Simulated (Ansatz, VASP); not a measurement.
## Hf16S (S/Hf(0001)) in two plane-wave programs

One calculation is typed for both programs; each brings its own data sets. How far apart do they land? The structure shown is the start of the Ansatz relaxation below; VASP solves that cell, so the two are compared at the walk's first step.

Main program and level: Ansatz 0.2.0; plane waves, with VASP 6.6.1 beside it; single point at PBEsol.

### 1. The starting structure

The cell holds 17 atoms: 16 Hf and 1 S. Cell: a = 6.400 Å, b = 6.400 Å, c = 27.723 Å, α = 90.0°, β = 90.0°, γ = 60.0°. Vacuum lies along c.

### 2. Ansatz: relaxation, PBEsol

Ansatz runs on its default PAW (the set named soft_2) files.

The two programs are compared at the cell with which this relaxation starts, whose forces are those of its first step.

input.yaml reads:

```yaml
crystal:
  lattice:
    - [6.4, 0.0, 0.0]
    - [3.2, 5.5425625842, 0.0]
    - [0.0, 0.0, 27.7227404283]
  atoms:
    - { symbol: Hf, position: [0.3333333333, 0.3333333333, 0.3246432301] }
    - { symbol: Hf, position: [0.0, 0.0, 0.415947335] }
    - { symbol: Hf, position: [0.3333333333, 0.3333333333, 0.5089135937] }
    - { symbol: Hf, position: [0.0, 0.0, 0.592862125] }
    - { symbol: Hf, position: [0.3333333333, 0.8333333333, 0.3246432301] }
    - { symbol: Hf, position: [0.0, 0.5, 0.415947335] }
    - { symbol: Hf, position: [0.3333333333, 0.8333333333, 0.5089135937] }
    - { symbol: Hf, position: [0.0, 0.5, 0.592862125] }
    - { symbol: Hf, position: [0.8333333333, 0.3333333333, 0.3246432301] }
    - { symbol: Hf, position: [0.5, 0.0, 0.415947335] }
    - { symbol: Hf, position: [0.8333333333, 0.3333333333, 0.5089135937] }
    - { symbol: Hf, position: [0.5, 0.0, 0.592862125] }
    - { symbol: Hf, position: [0.8333333333, 0.8333333333, 0.3246432301] }
    - { symbol: Hf, position: [0.5, 0.5, 0.415947335] }
    - { symbol: Hf, position: [0.8333333333, 0.8333333333, 0.5089135937] }
    - { symbol: Hf, position: [0.5, 0.5, 0.592862125] }
    - { symbol: S, position: [0.1666666667, 0.1666666667, 0.6753567699] }
kpoints:
  mp_grid: { grid: [6, 6, 1] }
hamiltonian:
  xc: pbesol
scf:
  occupations: { method: fermi_dirac, width: 0.1 }
  convergence: { dr2_threshold: 1.0e-08 }
efield:
  axis: 3
  dipole_correction: true
  ramp_position: 0.97
  ramp_width: 0.06
relax:
  f_tol: 0.02
  max_steps: 60
  constraints: [{ sites: [0, 1, 4, 5, 8, 9, 12, 13] }]
output:
  bader: true
  dos: { projected: true, e_range: [-8, 4] }
  write_potential: true
  write_density: true
  volumetric_format: npy
  elf: true
```

Started as:

```bash
ansatz run input.yaml --threads 4 --pin off --max-ram 12288MiB --backend cpu --events-out ev --progress --plain --runs-dir out
```

Numbers of over 12 decimals in the logs are rounded to 6 here.

Log:

```text
Engine: ansatz 0.2.0, aarch64-unknown-linux-gnu
Pseudopotentials: kind: paw
Pseudopotential: Hf, paw, valence charge 26, recommended cutoff 420 eV (normal), Hf.paw.azcp
Pseudopotential: S, paw, valence charge 6, recommended cutoff 420 eV (normal), S.paw.azcp
Functional definition: PBEsol
  exchange = pbesol_x
  correlation = pbesol_c
Crystal: 17 atoms, lattice volume = 983.392 Å³
Basis set: ecut = 420 eV, 19269 PW (Γ), exchange–correlation on 90×90×384 points (8 copies of the dense FFT grid, shifted against one another)
Bands: 254, of which v1, the nominal top of the filled ones, is band 211 counted from 1 (210 counted from 0)
Symmetry: 6 space group operations
Space group: P3m1 (ITA 156), of the structure as read, at distance tolerance 9.9e-5 Å
k-points: 7 of 36 (time reversal used)
Non-local potential: Hf, projectors of the file, l = 0: 3, l = 1: 2, l = 2: 2, l = 3: 3
Non-local potential: S, projectors of the file, l = 0: 2, l = 1: 2, l = 2: 2
PAW form: soft (Blöchl's): semilocal exchange-correlation on the pseudo side does not see the compensation charge
PAW frozen core: Hf, regenerated for the run's functional, and the local potential with it (the file was generated under x = pbe(κ = 0.804, μ = 0.219515), c = pbe(β = 0.066725))
PAW frozen core: S, regenerated for the run's functional, and the local potential with it (the file was generated under x = pbe(κ = 0.804, μ = 0.219515), c = pbe(β = 0.066725))
PAW one-centre angular grid: Hf, 590 points (default); XC on 64 Gauss nodes
PAW one-centre angular grid: S, 110 points (default); XC on 64 Gauss nodes
Initial density: superposition of atomic densities (neutral atoms: chi_scale 0, normalization atom), corrected by the library's trained network
Initial wavefunctions: pseudopotential atomic-orbital guess
Functional: x = pbesol(κ = 0.804, μ = 0.123457), c = pbesol(β = 0.046)
SCF iter   1: F=—  HF=-250447.429631 eV  |F-HF|=—  |Δ(HF+E_count)|=         —  Δρ=7.69e-3  dr2=1.34e1  ethr=1.77e-3  p=-0.212 e·Å  D=-3.91e-2 V/Å  ΔV_dip=1.08 eV  dr2_dipole=7.94e-1  V_vac-E_F(+/−)=5.71/4.62 eV  ⟨swp⟩=6.4  Hψ=5802  notcnv=0  defer=19
efield: sawtooth ramp at fractional position 0.9700 (set: `efield.ramp_position`, or a place that a band, a saddle search or an elastic batch's reference lends), width 0.0600; the density the first Hamiltonian is built on has a dipole p = -0.212 e·Å; the dipole correction subtracts the counter field D = -3.91e-2 V/Å, which shifts the + side's vacuum level by +1.08 eV against the − side's; the planar-averaged density in the ramp window peaks in size at 2.7e-5 e/Å³
preconditioner: auto → LDOS  [metal: Δε(μ)=0.017 eV  Ē_g=16.801 eV  σ=0.100 eV  W_gap=0.04  n_scr=242 (ndim 8)  ℏωp=23.4 eV  f_vac=0.573  D(μ)=22.06/eV (n_scr^D=124)  β→1.0]
SCF iter   2: F=—  HF=-250447.074165 eV  |F-HF|=—  |Δ(HF+E_count)|=   3.55e-1  Δρ=2.93e-3  dr2=3.89e-1  ethr=1.77e-3  p=-0.178 e·Å  D=-3.27e-2 V/Å  ΔV_dip=0.91 eV  dr2_dipole=7.50e-3  V_vac-E_F(+/−)=5.31/4.41 eV  ⟨swp⟩=2.1  Hψ=2220  notcnv=0  defer=51
SCF iter   3: F=—  HF=-250447.042660 eV  |F-HF|=—  |Δ(HF+E_count)|=   3.15e-2  Δρ=1.45e-3  dr2=8.25e-2  ethr=9.21e-5  p=-0.193 e·Å  D=-3.56e-2 V/Å  ΔV_dip=0.99 eV  dr2_dipole=4.36e-3  V_vac-E_F(+/−)=5.44/4.46 eV  ⟨swp⟩=2.9  Hψ=3348  notcnv=0  defer=51
SCF iter   4: F=—  HF=-250447.031818 eV  |F-HF|=—  |Δ(HF+E_count)|=   1.08e-2  Δρ=3.26e-4  dr2=6.08e-3  ethr=1.96e-5  p=-0.183 e·Å  D=-3.38e-2 V/Å  ΔV_dip=0.94 eV  dr2_dipole=5.53e-4  V_vac-E_F(+/−)=5.38/4.45 eV  ⟨swp⟩=2.0  Hψ=2865  notcnv=0  defer=51
SCF iter   5: F=—  HF=-250447.031748 eV  |F-HF|=—  |Δ(HF+E_count)|=   6.92e-5  Δρ=1.44e-4  dr2=4.57e-4  ethr=1.44e-6  p=-0.182 e·Å  D=-3.34e-2 V/Å  ΔV_dip=0.93 eV  dr2_dipole=7.66e-6  V_vac-E_F(+/−)=5.37/4.44 eV  ⟨swp⟩=2.0  Hψ=2989  notcnv=0  defer=51
SCF iter   6: F=—  HF=-250447.031660 eV  |F-HF|=—  |Δ(HF+E_count)|=   8.86e-5  Δρ=4.96e-5  dr2=6.07e-5  ethr=1.08e-7  p=-0.181 e·Å  D=-3.34e-2 V/Å  ΔV_dip=0.92 eV  dr2_dipole=4.17e-7  V_vac-E_F(+/−)=5.37/4.44 eV  ⟨swp⟩=2.0  Hψ=3014  notcnv=0  defer=51
SCF iter   7: F=—  HF=-250447.031727 eV  |F-HF|=—  |Δ(HF+E_count)|=   6.66e-5  Δρ=1.94e-5  dr2=7.67e-6  ethr=1.44e-8  p=-0.181 e·Å  D=-3.32e-2 V/Å  ΔV_dip=0.92 eV  dr2_dipole=9.78e-11  V_vac-E_F(+/−)=5.37/4.44 eV  ⟨swp⟩=2.0  Hψ=2980  notcnv=0  defer=51
SCF iter   8: F=—  HF=-250447.031773 eV  |F-HF|=—  |Δ(HF+E_count)|=   4.69e-5  Δρ=8.30e-6  dr2=2.04e-6  ethr=1.82e-9  p=-0.180 e·Å  D=-3.32e-2 V/Å  ΔV_dip=0.92 eV  dr2_dipole=3.80e-7  V_vac-E_F(+/−)=5.36/4.44 eV  ⟨swp⟩=2.1  Hψ=3236  notcnv=0  defer=51
SCF iter   9: F=—  HF=-250447.031774 eV  |F-HF|=—  |Δ(HF+E_count)|=   5.91e-7  Δρ=3.32e-6  dr2=2.41e-7  ethr=4.82e-10  p=-0.180 e·Å  D=-3.32e-2 V/Å  ΔV_dip=0.92 eV  dr2_dipole=2.25e-8  V_vac-E_F(+/−)=5.36/4.44 eV  ⟨swp⟩=2.4  Hψ=3057  notcnv=0  defer=51
[...]
k-point 2: bands = [... 207 lower, 4.4623, 4.5243, 4.5611, 4.5915, 4.6783, 4.6979, 4.8369, 4.9517, ... 39 higher]
  k-point 6: bands = [... 207 lower, 3.9892, 4.0729, 4.1892, 4.2090, 4.2263, 4.2652, 4.5223, 4.5852, ... 39 higher]
--- Relaxed structure (6 steps of the walk, 6 accepted, 0 SCFs on fresh bases) ---
  F+E_penalty+E_count = -250448.43709903 eV   max|allowed force component| = 1.159e-2 eV/Å
  atoms:
    - { symbol: Hf, position: [0.333333, 0.333333, 0.324643] }
    - { symbol: Hf, position: [2.66671216701714e-17, 2.66671216701714e-17, 0.415947335] }
    - { symbol: Hf, position: [0.331673, 0.331673, 0.508829] }
    - { symbol: Hf, position: [-0.00530021, -0.00530021, 0.594271] }
    - { symbol: Hf, position: [0.333333, 0.833333, 0.324643] }
    - { symbol: Hf, position: [5.551115123125783e-17, 0.5, 0.415947335] }
    - { symbol: Hf, position: [0.331673, 0.836655, 0.508829] }
    - { symbol: Hf, position: [-0.00530021, 0.510600, 0.594271] }
    - { symbol: Hf, position: [0.833333, 0.333333, 0.324643] }
    - { symbol: Hf, position: [0.5, 2.66671216701714e-17, 0.415947335] }
    - { symbol: Hf, position: [0.836655, 0.331673, 0.508829] }
    - { symbol: Hf, position: [0.510600, -0.00530021, 0.594271] }
    - { symbol: Hf, position: [0.833333, 0.833333, 0.324643] }
    - { symbol: Hf, position: [0.5, 0.5, 0.415947335] }
    - { symbol: Hf, position: [0.833333, 0.833333, 0.506999] }
    - { symbol: Hf, position: [0.5, 0.5, 0.591755] }
    - { symbol: S, position: [0.166667, 0.166667, 0.653355] }
--- Bader charges: 17 sites ---
  site symbol  charge [e]  shift [e] shared [e]
     0     Hf     -0.0555     0.0000    -0.0555
     1     Hf      0.0460     0.0000     0.0460
     2     Hf      0.0871     0.0000     0.0871
     3     Hf      0.3310     0.0001     0.3146
     4     Hf     -0.0556     0.0000    -0.0556
     5     Hf      0.0461     0.0000     0.0461
     6     Hf      0.0871     0.0000     0.0871
     7     Hf      0.3310     0.0001     0.3146
     8     Hf     -0.0556     0.0000    -0.0556
     9     Hf      0.0461     0.0000     0.0461
    10     Hf      0.0871     0.0000     0.0871
    11     Hf      0.3310     0.0001     0.3146
    12     Hf     -0.0548     0.0000    -0.0548
    13     Hf      0.0586     0.0000     0.0586
    14     Hf      0.0637     0.0000     0.0612
    15     Hf     -0.0823     0.0000    -0.0823
    16      S     -1.1595     0.0003    -1.1595
  maxima off the nuclei: 1, with 0.0516 electrons
  on the straight line to a nucleus their density falls by 3.9e-4 of itself; PAW files or a low cutoff
  can make one that falls by little (a run on other files and one at a higher cutoff tell): if they did, read the shared
  charge, to which what the maxima have on the atom's side is counted
  estimated error of the sums over rays = 6.1e-4 e
```

Reading the cycles: dr2 is the Hartree energy of the density residual (eV), the measure of convergence; HF is the Harris–Foulkes estimate of the energy, which meets the free energy F at convergence.

(Part 1 of 2 ends here.)

[Lines on the potential files, build, host, timing and source positions are cut from VASP's logs without a mark.]

[Logs are printed without paths, hosts, clocks, repeated set-up lines and the standing remarks that a program may print on its own settings, such as how far it seeks lower states.]

[Hosts, paths, dates, database ids (printed as entryN), source tags and the programs' standing remarks are cut or masked in the printed files.]
